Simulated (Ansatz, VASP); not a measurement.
**Two plane-wave programs on LaAgS2**

```
Ag S La
1.0
     4.24649    0.00000    0.00000
     0.00000    4.24649    0.00000
     0.00000    0.00000    5.60490
Ag S La
1 2 1
Direct
  0.00000 0.00000 0.00000
  0.00000 0.00000 0.50000
  0.50000 0.50000 0.00000
  0.50000 0.50000 0.50000
```

Change from the starting cell: biaxial_xy strain +2.8%.

Alike in both runs: task single point; functional PBE; k mesh 6 × 6 × 6; occupations fermi-dirac, width 0.02 eV; no spin polarisation.

|  | VASP | Ansatz |
| --- | --- | --- |
| version | VASP 6.6.1 | Ansatz 0.2.0 |
| potentials or method | VASP PAW PBE potentials, release 64 (Ag, S, La) | plane waves, PAW |
| plane-wave cutoff (eV) | 520 | 420 |
| valence electrons in the cell | 34 | 42 |

|  | VASP | Ansatz | Ansatz less VASP |
| --- | --- | --- | --- |
| pressure (GPa) | -2.8 | -2.7 | +0.11 |
| largest component of the traceless stress (GPa) | 0.91 | 0.92 | +0.013 |

The functional is the same, so the differences come from potentials, cutoffs and numerics. The two sets of potentials don't hold the same shells in valence.

Spin-orbit coupling is left out, which matters for the levels of La.
